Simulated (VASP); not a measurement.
All values below come from LDA (Ceperley-Alder, Perdew-Zunger), VASP's LDA PAW potentials (set 64) (plane waves; VASP).

The input files of a VASP run:

POSCAR:
```
CsPbBr3
1.0
  5.7790495156   0.0000000000   0.0000000000
  0.0000000000   5.7790495156   0.0000000000
  0.0000000000   0.0000000000   5.7790495156
Cs Pb Br
1 1 3
direct
  0.0000000000   0.0000000000   0.0000000000
  0.5000000000   0.5000000000   0.5000000000
  0.5000000000   0.0000000000   0.5000000000
  0.0000000000   0.5000000000   0.5000000000
  0.5000000000   0.5000000000   0.0000000000
```

INCAR:
```
SYSTEM = CsPbBr3
PREC = Accurate
ENCUT = 500
EDIFF = 1E-6
NELM = 100
ALGO = Normal
LREAL = .FALSE.
LASPH = .TRUE.
ISMEAR = 0
SIGMA = 0.05
LMAXMIX = 4
LWAVE = .FALSE.
LCHARG = .FALSE.
IBRION = 2
ISIF = 3
NSW = 40
EDIFFG = -0.02
```

KPOINTS:
```
Automatic mesh
0
Gamma
4 4 4
0 0 0
```

POTCAR, in this order: Cs_sv Pb_d Br (LDA.64 set). Program: vasp_std.

Unless said otherwise, spin-orbit coupling is left out, though it shifts the bands of the heavy elements here.

Question: Predict the energy per atom (σ→0), band gap (on the k-mesh).

Answer: 
- energy per atom (σ→0): -3.561 eV/atom
- band gap (on the k-mesh): 1.15 eV

### OSZICAR
```
...
DAV:   6    -0.178598330176E+02    0.45109E+00   -0.85504E-01   760   0.949E+00    0.277E+00
DAV:   7    -0.178060621551E+02    0.53771E-01   -0.40694E-01   776   0.396E+00    0.962E-01
DAV:   8    -0.178041649460E+02    0.18972E-02   -0.53834E-02   736   0.200E+00    0.162E-01
DAV:   9    -0.178030058857E+02    0.11591E-02   -0.80826E-03   744   0.756E-01    0.879E-02
DAV:  10    -0.178029974501E+02    0.84356E-05   -0.65667E-04   706   0.183E-01    0.208E-02
DAV:  11    -0.178030020746E+02   -0.46245E-05   -0.56173E-05   680   0.520E-02    0.919E-03
DAV:  12    -0.178030011657E+02    0.90892E-06   -0.98133E-06   694   0.395E-02
   1 F= -.17803001E+02 E0= -.17803001E+02  d E =-.178030E+02
```

The compound is CsPbBr3 in the cubic perovskite structure, the ideal cubic form; the compound distorts at low or room temperature. It was relaxed first.
